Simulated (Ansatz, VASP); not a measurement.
# NaCl in two plane-wave programs, part 2 of 2

One calculation is typed for both programs; each brings its own data sets. How far apart do they land? The cell is taken from a series of runs on this material, whose earlier steps may have relaxed, scaled, displaced or heated it; both programs get it as it stands.

VASP 6.6.1 and Ansatz 0.2.0.

So far: Starting point; VASP: relaxation of cell and atoms, PBE; Ansatz: relaxation of cell and atoms, PBE; Side by side.

### Step 5. Ansatz: elastic constants, PBE

Level of this step: Ansatz beside VASP: Kohn-Sham DFT, plane waves, PBE (Ansatz).

Elastic constants are differences of stresses under small strains, so they test the stress and the mesh.

The cell is taken from a series of runs on this material, whose earlier steps may have relaxed, scaled, displaced or heated it; both programs get it as it stands.

input.yaml reads:

```yaml
crystal:
  lattice:
    - [0.0, 2.8476978496, 2.8476978496]
    - [2.8476978496, 0.0, 2.8476978496]
    - [2.8476978496, 2.8476978496, 0.0]
  atoms:
    - { symbol: Na, position: [0.0, 0.0, 0.0] }
    - { symbol: Cl, position: [0.5, 0.5, 0.5] }
kpoints:
  mp_grid: { grid: [6, 6, 6] }
hamiltonian:
  xc: pbe
  pseudopotentials: { kind: paw, azcp: { folder: soft_1 } }
scf:
  occupations: { method: fixed }
output:
  forces: true
  stress: true
  eigenvalues: true
elastic:
  mode: relaxed_ion
  stencil: two_point
```

Command:

```
ansatz run input.yaml --threads 4 --pin off --max-ram 8192MiB --backend cpu --events-out ev --progress --plain --runs-dir out
```

Numbers of over 12 decimals in the logs are rounded to 6 here.

The log of the run:

```text
[...]
Crystal: 2 atoms, lattice volume = 46.186 Å³
Basis set: ecut = 420 eV, 893 PW (Γ), exchange–correlation on 54×54×54 points (8 copies of the dense FFT grid, shifted against one another)
Bands: 12, of which v1, the nominal top of the filled ones, is band 8 counted from 1 (7 counted from 0)
Symmetry: 48 space group operations
[...]
k-points: 16 of 216
[...]
2.000e-3       0.0852       -2569.5561228       7    6980    934   relax 0 steps, max|allowed force component| 4.19e-31 eV/Å
[...]
δ    σ_23 (GPa)             F (eV)   n_scf  n_hpsi   n_pw
    -2.000e-3      -0.0247       -2569.5561394       8   11206    934   relax 0 steps, max|allowed force component| 1.60e-29 eV/Å
     2.000e-3       0.0247       -2569.5561394      10   12658    934   relax 0 steps, max|allowed force component| 1.83e-29 eV/Å
[key lines of the parts left out:]
SCF converged after 10 iterations
Free energy (F): -2569.556147 eV
Fermi energy:    0.828689 eV
P = ⅓ Tr σ = 0.0080 GPa (0.080 kbar)
```

### Step 6. VASP: elastic constants, PBE

The same cell, functional and mesh now go to VASP, with its own data sets.

INCAR reads:

```
SYSTEM = NaCl
PREC = Accurate
ENCUT = 500
EDIFF = 1E-08
NELM = 120
ISMEAR = 0
SIGMA = 0.01
LREAL = .FALSE.
ALGO = Normal
GGA = PE
NBANDS = 13
LORBIT = 11
LWAVE = .FALSE.
LCHARG = .FALSE.
ISIF = 3
IBRION = 6
NFREE = 2
POTIM = 0.015
NSW = 1
LASPH = .TRUE.
GGA_COMPAT = .FALSE.
EFERMI = MIDGAP
```

POSCAR reads:

```
NaCl
1.0
    0.0000000000      2.8476978496      2.8476978496
    2.8476978496      0.0000000000      2.8476978496
    2.8476978496      2.8476978496      0.0000000000
Na Cl
1 1
Direct
    0.0000000000      0.0000000000      0.0000000000
    0.5000000000      0.5000000000      0.5000000000
```

KPOINTS reads:

```
Automatic mesh
0
Gamma
6 6 6
0 0 0
```

The projector-augmented-wave data sets are Na_pv and Cl (PBE family, release 64).

Command:

```
mpirun -np 1 vasp_std
```

The log of the run:

```text
[... set-up lines as in an earlier step ...]
 entering main loop
       N       E                     dE             d eps       ncg     rms          rms(c)
DAV:   1     0.975867217572E+02    0.97587E+02   -0.68058E+03   416   0.102E+03
DAV:   2     0.126620190236E+01   -0.96321E+02   -0.88203E+02   470   0.272E+02
DAV:   3    -0.683340456623E+01   -0.80996E+01   -0.80433E+01   526   0.743E+01
DAV:   4    -0.697856120752E+01   -0.14516E+00   -0.14508E+00   486   0.109E+01
[...]
DAV:  14    -0.677767101855E+01    0.15967E-06   -0.28675E-08   521   0.991E-04    0.368E-04
DAV:  15    -0.677767100799E+01    0.10567E-07   -0.42277E-10   283   0.222E-04    0.318E-04
DAV:  16    -0.677767100868E+01   -0.69713E-09   -0.65084E-10   268   0.190E-04
   1 F= -.67776710E+01 E0= -.67776710E+01  d E =0.000000E+00
[... from here on, the cycles between the ionic steps are left out ...]
   2 F= -.67759847E+01 E0= -.67759847E+01  d E =0.000000E+00
   3 F= -.67762144E+01 E0= -.67762144E+01  d E =0.000000E+00
   9 F= -.67772657E+01 E0= -.67772657E+01  d E =0.000000E+00
  10 F= -.67772680E+01 E0= -.67772680E+01  d E =0.000000E+00
  11 F= -.67772657E+01 E0= -.67772657E+01  d E =0.000000E+00
  12 F= -.67772680E+01 E0= -.67772680E+01  d E =0.000000E+00
  13 F= -.67772657E+01 E0= -.67772657E+01  d E =0.000000E+00
  14 F= -.67775426E+01 E0= -.67775426E+01  d E =0.000000E+00
  15 F= -.67775426E+01 E0= -.67775426E+01  d E =0.000000E+00
  16 F= -.67775384E+01 E0= -.67775384E+01  d E =0.000000E+00
  17 F= -.67775384E+01 E0= -.67775384E+01  d E =0.000000E+00
 Finite differences progress:
  Degree of freedom:   8/  8
  Displacement:        2/  2
  Total:              16/ 16
```

Parts of OUTCAR (step 6):

```text
  Total       -0.0121685     -0.0144546     -0.0144546     -0.0000000      0.0000000      0.0000000
  in kB       -0.4221212     -0.5014223     -0.5014223     -0.0000000      0.0000000      0.0000000
  external PRESSURE =      -0.4749886 kB  Pullay stress =       0.0000000 kB

 POSITION                                       TOTAL-FORCE (eV/Angst)
 -----------------------------------------------------------------------------------
      0.00000      0.00000      0.00000        -0.017616      0.000000      0.000000
      2.83270      2.84770      2.84770         0.017616      0.000000      0.000000
 -----------------------------------------------------------------------------------
    total drift:                               -0.000267     -0.000000     -0.000000

  FREE ENERGIE OF THE ION-ELECTRON SYSTEM (eV)
  ---------------------------------------------------
  free  energy   TOTEN  =        -6.7775384361 eV

  energy  without entropy=       -6.7775384361  energy(sigma->0) =       -6.77753844

[... 1 part as in an earlier step ...]

[... 2 further parts left out ...]
[key lines of the parts left out:]
E-fermi :   1.6007
```

Levels, forces or a CONTCAR printed for this step are those of its last displaced cell, not of the structure at rest.

### Step 7. Comparison

What differs besides the data sets and the points named for the pairs above, as far as they apply: the data sets hold 16 valence electrons in Ansatz (on its PAW soft_1 files) and 14 in VASP; VASP takes each elastic constant from one size of strain, Ansatz from those that its log lists. Total energies have different zeros and are not compared.

Compared:

```
 quantity  Ansatz  VASP  difference
C11 (GPa)    47.3  48.6     -2.81 %
C22 (GPa)    47.3  48.6     -2.81 %
C33 (GPa)    47.3  48.6     -2.81 %
C12 (GPa)    11.9  12.1     -1.39 %
C13 (GPa)    11.9  12.1     -1.39 %
C23 (GPa)    11.9  12.1     -1.39 %
C44 (GPa)    12.4  12.6     -2.18 %
C55 (GPa)    12.4  12.6     -2.18 %
C66 (GPa)    12.4  12.6     -2.18 %
```

### Step 8. What came out

- difference in volume (relaxation of cell and atoms, PBE): 0.13 %
- difference in C11 (elastic constants, PBE): -2.8 %

What this shows: The difference in C11 is -2.8 % (elastic constants, PBE), within the 5 % picked in this series as the mark of a large difference. The data sets hold unlike numbers of valence electrons (16 in Ansatz and 14 in VASP), so part of the differences comes from the potentials. Such differences can come from data sets, numerical settings and the points named under the comparisons, not from the functional's error against experiment.

[Lines on the potential files, build, host, timing and source positions are cut from VASP's logs without a mark.]

[Logs are printed without paths, hosts, clocks, repeated set-up lines and the standing remarks that a program may print on its own settings, such as how far it seeks lower states.]

[Hosts, paths, dates, database ids (printed as entryN), source tags and the programs' standing remarks are cut or masked in the printed files.]
